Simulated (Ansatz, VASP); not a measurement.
# SrCd in VASP and in Ansatz

INCAR

```
SYSTEM = SrCd
  PREC = Accurate
  ENCUT = 520
  EDIFF = 1E-7
  ISMEAR = -1
  SIGMA = 0.08
  LREAL = .FALSE.
  LASPH = .TRUE.
  NELM = 80
  ALGO = Normal
  ISIF = 2
  LWAVE = .FALSE.
  LCHARG = .TRUE.
  GGA = CA
  LELF = .TRUE.
  LVHAR = .TRUE.
  NBANDS = 18
```

Contents of KPOINTS:

```
Automatic mesh
0
G
  10 10 10
  0 0 0
```

File POSCAR:

```
SrCd
1.0
    4.0030000000      0.0400300000      0.0400300000
    0.0400300000      4.0030000000      0.0400300000
    0.0400300000      0.0400300000      4.0030000000
Sr Cd
1 1
Direct
    0.5000000000      0.5000000000      0.5000000000
    0.0000000000      0.0000000000      0.0000000000
```

Input for Ansatz:

```yaml
crystal:
  lattice:
    - [4.003, 0.04003, 0.04003]
    - [0.04003, 4.003, 0.04003]
    - [0.04003, 0.04003, 4.003]
  atoms:
    - { symbol: Sr, position: [0.5, 0.5, 0.5] }
    - { symbol: Cd, position: [0.0, 0.0, 0.0] }
kpoints:
  mp_grid: { grid: [10, 10, 10] }
  band_path:
    path:
      - [0.0, 0.0, 0.0]
      - [0.5, 0.5, 0.5]
      - [0.5193194925, 0.4806805075, 0.5]
      - [0.5, -0.4806805075, 0.4806805075]
      - [0.5, 0.0, 0.0]
      - [0.0, 0.0, 0.0]
      - [0.4903402537, -0.4903402537, 0.0]
      - [0.5096597463, 0.0, 0.4903402537]
      - [0.5, 0.0, 0.5]
    npoints: 5
scf:
  occupations: { method: fermi_dirac, width: 0.08 }
hamiltonian:
  xc: lda
  pseudopotentials: { kind: all_electron, lapw: { basis_error: 0.0005 } }
output:
  forces: true
  stress: true
  eigenvalues: true
```

Change from the starting cell: equal xy, yz and zx shear strains of +2 %.

Alike in both runs: task single point; functional LDA; k mesh 10 × 10 × 10; occupations fermi-dirac, width 0.08 eV; no spin polarisation.

|  | VASP | Ansatz |
| --- | --- | --- |
| version | VASP 6.6.1 | Ansatz 0.2.0 |
| potentials or method | VASP PAW LDA potentials, release 64 (Sr_sv, Cd) | all-electron LAPW, scalar-relativistic |
| plane-wave cutoff (eV) | 520 | see its input |

```csv
,VASP,Ansatz,Ansatz less VASP
pressure (GPa),-1.9,-2.0,-0.10
largest component of the traceless stress (GPa),0.38,0.37,-0.007
```

Ansatz ran all-electron here, so the differences hold the error of VASP's frozen core and of both bases.
